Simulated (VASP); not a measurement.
```
CELL_PARAMETERS angstrom
      4.16582    -2.27500     0.00000
      4.16582     2.27500     0.00000
      2.92342     0.00000     3.73943
ATOMIC_POSITIONS crystal
  Bi 0.23400 0.23400 0.23400
  Bi 0.76600 0.76600 0.76600
```

All values below come from PBE GGA, VASP's PBE PAW potentials (set 64) (plane waves; VASP). Run with 480 eV cut-off, 9×9×9 Γ-centred mesh, first-order Methfessel-Paxton smearing of 0.10 eV, potentials Bi.

Energy and stress use the plane-wave basis of the starting cell.

Q: The ions, cell shape and volume are relaxed. What does this cell relax into?

A: 
```
CELL_PARAMETERS angstrom
      4.23468    -2.29447     0.01103
      4.23468     2.29447     0.01103
      2.98165     0.00000     3.78246
ATOMIC_POSITIONS crystal
  Bi 0.23423 0.23423 0.23423
  Bi 0.76577 0.76577 0.76577
```
Space group R-3m (166), at a tolerance of 0.03 Å.

Q: How do energy and volume change from the first to the last step?

A: The energy (σ→0) changes by -6.6 meV/atom and the volume by +3.5 %, in 9 ionic steps.

The compound is Bi in the a7 structure. This run relaxes it. Symmetry was kept, so distortions that lower it aren't found.
